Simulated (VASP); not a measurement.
# Hf7TaO16 (a cell with a defect) in VASP: electric field gradients with PBE

Aim: the electric field gradients of Hf7TaO16 (a cell with a defect) with PBE.

All numbers are computed with VASP 6.6.1; they aren't measurements. Logs are shortened: lines on timing, memory, paths and dates and some standing lists are left out, and cuts for length are marked.

## 1. The crystal as given

The cell holds a defect, 24 atoms: a = 7.234 Å, b = 7.234 Å, c = 7.234 Å, α = 60.00°, β = 60.00°, γ = 60.00°.

## 2. Electric field gradients, PBE, collinear spin, typed start

Contents of INCAR:

```
PREC     = Accurate       # precision mode
ENCUT    = 520            # plane-wave cutoff, eV
EDIFF    = 1E-8           # SCF threshold, eV
ISMEAR   = -1             # smearing method
SIGMA    = 0.01           # smearing width, eV
LREAL    = Auto         
LASPH    = T              # aspherical terms in the spheres
NELM     = 150            # most SCF steps
ALGO     = Normal         # electronic algorithm
ISIF     = 2              # what is computed and relaxed
LWAVE    = F              # write WAVECAR
LCHARG   = F              # write CHGCAR
ISPIN    = 2              # spin polarisation
MAGMOM   = 1 0 0 0 0 0 0 0 0 0 0 0 0 0 0 0 0 0 0 0 0 0 0 0 # initial moments
LORBIT   = 11             # projections on sites
LMAXMIX  = 4              # l up to which the mixer works
GGA      = PE             # functional
LEFG     = T            
NBANDS   = 110            # bands
```

Contents of KPOINTS:

```
Automatic mesh
0
Gamma
  3 3 3
```

Contents of POSCAR:

```
Hf7TaO16
1.0
    0.0000000000      5.1150000000      5.1150000000
    5.1150000000      0.0000000000      5.1150000000
    5.1150000000      5.1150000000      0.0000000000
Ta Hf O
1 7 16
Direct
    0.0000000000      0.0000000000      0.0000000000
    0.0000000000      0.0000000000      0.5000000000
    0.0000000000      0.5000000000      0.0000000000
    0.0000000000      0.5000000000      0.5000000000
    0.5000000000      0.0000000000      0.0000000000
    0.5000000000      0.0000000000      0.5000000000
    0.5000000000      0.5000000000      0.0000000000
    0.5000000000      0.5000000000      0.5000000000
    0.1250000000      0.1250000000      0.1250000000
    0.1250000000      0.1250000000      0.6250000000
    0.1250000000      0.6250000000      0.1250000000
    0.1250000000      0.6250000000      0.6250000000
    0.6250000000      0.1250000000      0.1250000000
    0.6250000000      0.1250000000      0.6250000000
    0.6250000000      0.6250000000      0.1250000000
    0.6250000000      0.6250000000      0.6250000000
    0.3750000000      0.3750000000      0.3750000000
    0.3750000000      0.3750000000      0.8750000000
    0.3750000000      0.8750000000      0.3750000000
    0.3750000000      0.8750000000      0.8750000000
    0.8750000000      0.3750000000      0.3750000000
    0.8750000000      0.3750000000      0.8750000000
    0.8750000000      0.8750000000      0.3750000000
    0.8750000000      0.8750000000      0.8750000000
```

Potentials or basis: VASP PAW PBE potentials, release 64 (Ta_pv, Hf_pv, O).

Command:

```sh
$ cat potpaw_PBE.64/Ta_pv/POTCAR potpaw_PBE.64/Hf_pv/POTCAR potpaw_PBE.64/O/POTCAR > POTCAR
$ mpirun -np 1 vasp_std > vasp.out
```

OUTCAR:

```text
PREC = Accurate
   ENCUT = 520
   EDIFF = 1E-8
   ISMEAR = -1
   LREAL = Auto
   LASPH = T
   NELM = 150
   ISIF = 2
   ISPIN = 2
   LORBIT = 11
   GGA = PE

 ion  position               nearest neighbor table
   1  0.000  0.000  0.000-   9 2.21  10 2.21  11 2.21  13 2.21  20 2.21  22 2.21  23 2.21  24 2.21
                             5 3.62   2 3.62   3 3.62   2 3.62   4 3.62   6 3.62   3 3.62   4 3.62
   2  0.000  0.000  0.500-   9 2.21  10 2.21  12 2.21  14 2.21  19 2.21  21 2.21  23 2.21  24 2.21
                             6 3.62   1 3.62   4 3.62   1 3.62   3 3.62   5 3.62   3 3.62   4 3.62
   3  0.000  0.500  0.000-   9 2.21  11 2.21  12 2.21  15 2.21  18 2.21  21 2.21  22 2.21  24 2.21
                             7 3.62   1 3.62   4 3.62   2 3.62   4 3.62   8 3.62   1 3.62   2 3.62
   4  0.000  0.500  0.500-  10 2.21  11 2.21  12 2.21  16 2.21  17 2.21  21 2.21  22 2.21  23 2.21
                             8 3.62   2 3.62   3 3.62   1 3.62   3 3.62   7 3.62   1 3.62   2 3.62
   5  0.500  0.000  0.000-   9 2.21  13 2.21  14 2.21  15 2.21  18 2.21  19 2.21  20 2.21  24 2.21
                             7 3.62   1 3.62   6 3.62   2 3.62   6 3.62   8 3.62   3 3.62   7 3.62
   6  0.500  0.000  0.500-  10 2.21  13 2.21  14 2.21  16 2.21  17 2.21  19 2.21  20 2.21  23 2.21
                             8 3.62   2 3.62   5 3.62   1 3.62   5 3.62   7 3.62   4 3.62   7 3.62
   7  0.500  0.500  0.000-  11 2.21  13 2.21  15 2.21  16 2.21  17 2.21  18 2.21  20 2.21  22 2.21
                             8 3.62   3 3.62   5 3.62   4 3.62   6 3.62   8 3.62   1 3.62   5 3.62
   8  0.500  0.500  0.500-  12 2.21  14 2.21  15 2.21  16 2.21  17 2.21  18 2.21  19 2.21  21 2.21
                             7 3.62   4 3.62   6 3.62   3 3.62   5 3.62   7 3.62   2 3.62   5 3.62
   9  0.125  0.125  0.125-   1 2.21   2 2.21   3 2.21   5 2.21
  10  0.125  0.125  0.625-   1 2.21   2 2.21   4 2.21   6 2.21
  11  0.125  0.625  0.125-   1 2.21   3 2.21   4 2.21   7 2.21
  12  0.125  0.625  0.625-   2 2.21   3 2.21   4 2.21   8 2.21
  13  0.625  0.125  0.125-   1 2.21   5 2.21   6 2.21   7 2.21
  14  0.625  0.125  0.625-   2 2.21   5 2.21   6 2.21   8 2.21
[... 8 lines left out ...]
  23  0.875  0.875  0.375-   1 2.21   2 2.21   4 2.21   6 2.21
  24  0.875  0.875  0.875-   1 2.21   2 2.21   3 2.21   5 2.21

  LATTYP: Found a face centered cubic cell.
 ALAT       =    10.2300000000

  Lattice vectors:

 A1 = (   0.0000000000,   5.1150000000,   5.1150000000)
 A2 = (   5.1150000000,   0.0000000000,   5.1150000000)
 A3 = (   5.1150000000,   5.1150000000,   0.0000000000)

Analysis of symmetry for initial positions (statically):
=====================================================================
 Subroutine PRICEL returns:
 Original cell was already a primitive cell.

 Routine SETGRP: Setting up the symmetry group for a
 face centered cubic supercell.

 Subroutine GETGRP returns: Found 48 space group operations
 (whereof 48 operations were pure point group operations)
 out of a pool of 48 trial point group operations.

The static configuration has the point symmetry O_h .

Analysis of symmetry for dynamics (positions and initial velocities):
=====================================================================
 Subroutine PRICEL returns:
 Original cell was already a primitive cell.

 Routine SETGRP: Setting up the symmetry group for a
 face centered cubic supercell.

 Subroutine GETGRP returns: Found 48 space group operations
 (whereof 48 operations were pure point group operations)
 out of a pool of 48 trial point group operations.

The dynamic configuration has the point symmetry O_h .

Analysis of structural, dynamic, and magnetic symmetry:
=====================================================================
 Subroutine PRICEL returns:
 Original cell was already a primitive cell.

 Routine SETGRP: Setting up the symmetry group for a
 face centered cubic supercell.

 Subroutine GETGRP returns: Found 48 space group operations
 (whereof 48 operations were pure point group operations)
 out of a pool of 48 trial point group operations.

The overall configuration has the point symmetry O_h .

 Subroutine INISYM returns: Found 48 space group operations
 (whereof 48 operations are pure point group operations),
 and found     1 'primitive' translations

----------------------------------------------------------------------------------------

                                     Primitive cell

  volume of cell :     267.6498

[... 167 lines left out ...]
 spin component 1

 k-point     1 :       0.0000    0.0000    0.0000
  band No.  band energies     occupation
      1     -30.0599      1.00000
      2     -30.0599      1.00000
      3     -30.0599      1.00000
      4     -26.1817      1.00000
      5     -26.1817      1.00000
      6     -26.1817      1.00000
[... 401 lines left out ...]
     99       8.7539      0.00000
    100       8.8209      0.00000
 Fermi energy:         7.0120258137

 spin component 2

 k-point     1 :       0.0000    0.0000    0.0000
  band No.  band energies     occupation
      1     -29.5454      1.00000
      2     -29.5454      1.00000
      3     -29.5454      1.00000
      4     -26.1774      1.00000
      5     -26.1774      1.00000
      6     -26.1774      1.00000
[... 401 lines left out ...]
     99       8.7710      0.00000
    100       8.8599      0.00000
 [bands above 100 left out]

------------------------ aborting loop because EDIFF is reached ----------------------------------------

  FORCE on cell =-STRESS in cart. coord.  units (eV):
  Direction    XX          YY          ZZ          XY          YZ          ZX
  --------------------------------------------------------------------------------------
  -------------------------------------------------------------------------------------
  Total      -11.4525831    -11.4525831    -11.4525831      0.0000000      0.0000000      0.0000000
  in kB      -68.5562614    -68.5562614    -68.5562614      0.0000000      0.0000000      0.0000000
  external PRESSURE =     -68.5562614 kB  Pullay stress =       0.0000000 kB

 VOLUME and BASIS-vectors are now :
 -----------------------------------------------------------------------------
  energy-cutoff  :      520.00
  volume of cell :      267.65
      direct lattice vectors                 reciprocal lattice vectors
     0.000000000  5.115000000  5.115000000    -0.097751711  0.097751711  0.097751711
     5.115000000  0.000000000  5.115000000     0.097751711 -0.097751711  0.097751711
     5.115000000  5.115000000  0.000000000     0.097751711  0.097751711 -0.097751711

 POSITION                                       TOTAL-FORCE (eV/Angst)
 -----------------------------------------------------------------------------------
      0.00000      0.00000      0.00000         0.000000      0.000000      0.000000
      2.55750      2.55750      0.00000         0.000000      0.000000     -0.000000
      2.55750      0.00000      2.55750        -0.000000      0.000000      0.000000
      5.11500      2.55750      2.55750         0.000000      0.000000      0.000000
      0.00000      2.55750      2.55750        -0.000000      0.000000      0.000000
      2.55750      5.11500      2.55750         0.000000      0.000000      0.000000
[... 16 lines left out ...]
      6.39375      6.39375      8.95125        -0.121622     -0.121622      0.121622
      8.95125      8.95125      8.95125         0.121622      0.121622      0.121622
 -----------------------------------------------------------------------------------
    total drift:                                0.000000      0.000000      0.000000

  FREE ENERGIE OF THE ION-ELECTRON SYSTEM (eV)
  ---------------------------------------------------
  free  energy   TOTEN  =      -240.0936647578 eV

  energy  without entropy=     -240.0903288053  energy(sigma->0) =     -240.09199678

 Electric field gradients (V/A^2)
---------------------------------------------------------------------
 ion       V_xx      V_yy      V_zz      V_xy      V_xz      V_yz
---------------------------------------------------------------------
   1      -0.000     0.000     0.000    -0.001    -0.001    -0.001
   2      -2.444    -2.444     4.888     0.603    -0.000    -0.000
   3      -2.444     4.888    -2.444    -0.000     0.603    -0.000
   4       4.888    -2.444    -2.444    -0.000    -0.000    -0.604
   5       4.888    -2.444    -2.444    -0.000    -0.000     0.603
   6      -2.444     4.888    -2.444    -0.000    -0.604    -0.000
[... 16 lines left out ...]
  23      -0.000    -0.000     0.000     7.425    -7.421    -7.421
  24       0.000    -0.000     0.000     7.425     7.425     7.425
---------------------------------------------------------------------

 Electric field gradients after diagonalization (V/A^2)
 (convention: |V_zz| > |V_xx| > |V_yy|)
----------------------------------------------------------------------
 ion       V_xx      V_yy      V_zz     asymmetry (V_yy - V_xx)/ V_zz
----------------------------------------------------------------------
   1       0.001     0.001    -0.001       0.000
   2      -3.047    -1.841     4.888       0.247
   3      -3.047    -1.841     4.888       0.247
   4      -3.048    -1.840     4.888       0.247
   5      -3.047    -1.841     4.888       0.247
   6      -3.048    -1.840     4.888       0.247
[... 16 lines left out ...]
  23      -7.425    -7.419    14.844       0.000
  24      -7.425    -7.425    14.850       0.000
----------------------------------------------------------------------

           NMR quadrupolar parameters

 Cq : quadrupolar parameter    Cq=e*Q*V_zz/h
 eta: asymmetry parameters     (V_yy - V_xx)/ V_zz
 Q  : nuclear electric quadrupole moment in mb (millibarn)
----------------------------------------------------------------------
 ion       Cq(MHz)       eta       Q (mb)
----------------------------------------------------------------------
   1      -0.000       0.000       1.000
   2       0.012       0.247       1.000
   3       0.012       0.247       1.000
   4       0.012       0.247       1.000
   5       0.012       0.247       1.000
   6       0.012       0.247       1.000
[... 16 lines left out ...]
  23       0.036       0.000       1.000
  24       0.036       0.000       1.000
----------------------------------------------------------------------

 total charge

# of ion       s       p       d       tot
------------------------------------------
    1        0.253   6.181   2.053   8.487
    2        0.288   6.541   1.322   8.151
    3        0.288   6.541   1.322   8.151
    4        0.288   6.541   1.322   8.151
    5        0.288   6.541   1.322   8.151
    6        0.288   6.541   1.322   8.151
[... 16 lines left out ...]
   23        1.559   3.527   0.000   5.086
   24        1.559   3.527   0.000   5.086
--------------------------------------------------
tot         27.220 108.475  11.306 147.001

 magnetization (x)

# of ion       s       p       d       tot
------------------------------------------
    1        0.009   0.006   0.731   0.745
    2        0.003   0.001   0.006   0.010
    3        0.003   0.001   0.006   0.010
    4        0.003   0.001   0.006   0.010
    5        0.003   0.001   0.006   0.010
    6        0.003   0.001   0.006   0.010
[... 16 lines left out ...]
   23       -0.000   0.001   0.000   0.001
   24       -0.000   0.001   0.000   0.001
--------------------------------------------------
tot          0.023   0.016   0.770   0.809
```

Wall time 23 min (1 thread of Intel Xeon Platinum 8375C at 2.90GHz (Ice Lake), shared host); peak memory 0.6 GiB.

What came out:

| Quantity | Value |
| --- | --- |
| Free energy | -240.0937 eV |
| Pressure | -6.9 GPa |
| Largest force | 0.211 eV/Å |
| Band gap on the k mesh | none (metal or under the smearing width) |
| Net moment | 1.00 μB per cell |
| Site moments | Ta +0.74; Hf +0.01, +0.00; O +0.00, -0.00 μB |
| Valence electrons inside the program's atomic spheres | Ta 8.49; Hf 8.15; O 5.09, 5.10 |

Forces on the atoms (eV/Å):
```
Ta   0.000  0.000  0.000
Hf   0.000  0.000  0.000
Hf   0.000  0.000  0.000
Hf   0.000  0.000  0.000
Hf   0.000  0.000  0.000
Hf   0.000  0.000  0.000
Hf   0.000  0.000  0.000
Hf   0.000  0.000  0.000
O   -0.122 -0.122 -0.122
O    0.122  0.122 -0.122
O    0.122 -0.122  0.122
O    0.035 -0.035 -0.035
O   -0.122  0.122  0.122
O   -0.035  0.035 -0.035
O   -0.035 -0.035  0.035
O    0.035  0.035  0.035
O   -0.035 -0.035 -0.035
O    0.035  0.035 -0.035
O    0.035 -0.035  0.035
O    0.122 -0.122 -0.122
O   -0.035  0.035  0.035
O   -0.122  0.122 -0.122
O   -0.122 -0.122  0.122
O    0.122  0.122  0.122
```

Levels at points of the mesh, in eV from the Fermi level:
Spin up:
| k point | band 85 | band 86 | band 87 | band 88 | band 89 | band 90 | band 91 | band 92 | band 93 | band 94 |
| --- | --- | --- | --- | --- | --- | --- | --- | --- | --- | --- |
| (0.00, 0.00, 0.00) | -3.60 | -3.01 | -3.00 | -3.00 | -0.30 | -0.30 | 0.65 | 0.80 | 0.80 | 1.11 |
Spin down:
```
           k point  band 85  band 86  band 87  band 88  band 89  band 90  band 91  band 92
(0.00, 0.00, 0.00)    -3.60    -3.02    -3.00    -3.00     0.51     0.51     0.69     0.81
```

Electric field gradients, principal values (V/Å²):
| atom | Vxx | Vyy | Vzz |
| --- | --- | --- | --- |
| 1 Ta | -0.001 | 0.001 | 0.001 |
| 2 Hf | -1.841 | -3.047 | 4.888 |
| 3 Hf | -1.841 | -3.047 | 4.888 |
| 4 Hf | -1.840 | -3.048 | 4.888 |
| 5 Hf | -1.841 | -3.047 | 4.888 |
| 6 Hf | -1.840 | -3.048 | 4.888 |
| 7 Hf | -1.840 | -3.048 | 4.888 |
| 8 Hf | 0.000 | 0.000 | -0.001 |
| 9 O | -7.425 | -7.425 | 14.850 |
| 10 O | -7.419 | -7.425 | 14.844 |
| 11 O | -7.419 | -7.425 | 14.844 |
| 12 O | -0.563 | -0.569 | 1.132 |
| 13 O | -7.419 | -7.425 | 14.844 |
| 14 O | -0.563 | -0.569 | 1.132 |
| 15 O | -0.563 | -0.569 | 1.132 |
| 16 O | -0.569 | -0.569 | 1.137 |
| 17 O | -0.569 | -0.569 | 1.137 |
| 18 O | -0.563 | -0.569 | 1.132 |
| 19 O | -0.563 | -0.569 | 1.132 |
| 20 O | -7.419 | -7.425 | 14.844 |
| 21 O | -0.563 | -0.569 | 1.132 |
| 22 O | -7.419 | -7.425 | 14.844 |
| 23 O | -7.419 | -7.425 | 14.844 |
| 24 O | -7.425 | -7.425 | 14.850 |
